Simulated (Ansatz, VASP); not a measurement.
**Two plane-wave programs on BeSi**

```xyz
2
Lattice="2.4713 0.0000 0.0000 -1.2357 2.1402 0.0000 0.0000 0.0000 4.8967" Properties=species:S:1:pos:R:3 pbc="T T T"
Be    0.0000    0.0000    0.0000
Si    0.0000    0.0000    2.4484
```

Change from the starting cell: ordered superstructure of hcp with vacancies (P6/mmm, No. 191).

Alike in both runs: functional PBE; k mesh 12 × 12 × 4; occupations gaussian, width 0.1 eV; no spin polarisation.

Ansatz relaxed the structure, and its values are those at the end. VASP's run is a single point on that final structure, the one shown.

|  | VASP | Ansatz |
| --- | --- | --- |
| version | VASP 6.6.1 | Ansatz 0.2.0 |
| potentials or method | VASP PAW PBE potentials, release 64 (Be, Si) | scalar-relativistic, plane waves, PAW |
| plane-wave cutoff (eV) | 520 | 420 |
| valence electrons in the cell | 6 | 6 |

|  | VASP | Ansatz | Ansatz less VASP |
| --- | --- | --- | --- |
| gap on the k mesh at the Fermi level (eV) | none | none | - |
| pressure (GPa) | -0.2 | -0.1 | +0.03 |

A gap of «none» marks a metal or a gap that the smearing closes.
